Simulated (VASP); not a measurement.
All values below come from TPSS meta-GGA, VASP's PBE PAW potentials (set 64) (plane waves; VASP).

VASP input:

### KPOINTS_OPT
```
k-points along high-symmetry lines
10
Line-mode
Reciprocal
  0.000000   0.000000   0.000000 ! GAMMA
  0.500000   0.000000   0.500000 ! X

  0.500000   0.000000   0.500000 ! X
  0.625000   0.250000   0.625000 ! U

  0.375000   0.375000   0.750000 ! K
  0.000000   0.000000   0.000000 ! GAMMA

  0.000000   0.000000   0.000000 ! GAMMA
  0.500000   0.500000   0.500000 ! L

  0.500000   0.500000   0.500000 ! L
  0.500000   0.250000   0.750000 ! W

  0.500000   0.250000   0.750000 ! W
  0.500000   0.000000   0.500000 ! X
```

File KPOINTS:
```
Automatic mesh
0
Gamma
8 8 8
0 0 0
```

### POSCAR
```
SrTe
1.0
  0.0000000000   3.3585816826   3.3585816826
  3.3585816826   0.0000000000   3.3585816826
  3.3585816826   3.3585816826   0.0000000000
Sr Te
1 1
Cartesian
  0.0000000000   0.0000000000   0.0000000000
  3.3585816826   3.3585816826   3.3585816826
```

**INCAR**
```
SYSTEM=SrTe
PREC=Accurate; ENCUT=520; LREAL=.FALSE.
LASPH=.TRUE.
EDIFF=1E-7; NELM=100; ALGO=Normal
LMAXMIX=4; LMIXTAU=.TRUE.
ISMEAR=-5
METAGGA=TPSS
ISIF=2
LWAVE=.FALSE.; LCHARG=.FALSE.; LORBIT=11
NEDOS=601
```

POTCAR, in this order: Sr_sv Te (PBE.64 set). Program: vasp_std.

Problem. What will the output report for the number of irreducible k-points (NKPTS), largest plane-wave count, number of space-group operations, FFT grid (NGX, NGY, NGZ)?

Solution. 
The number of irreducible k-points (NKPTS) comes out as 29 and the largest plane-wave count comes out as 2085. The number of space-group operations is 48 and the FFT grid (NGX, NGY, NGZ) comes out as 36 × 36 × 36.

The compound is SrTe in the rock salt structure. It was relaxed first.
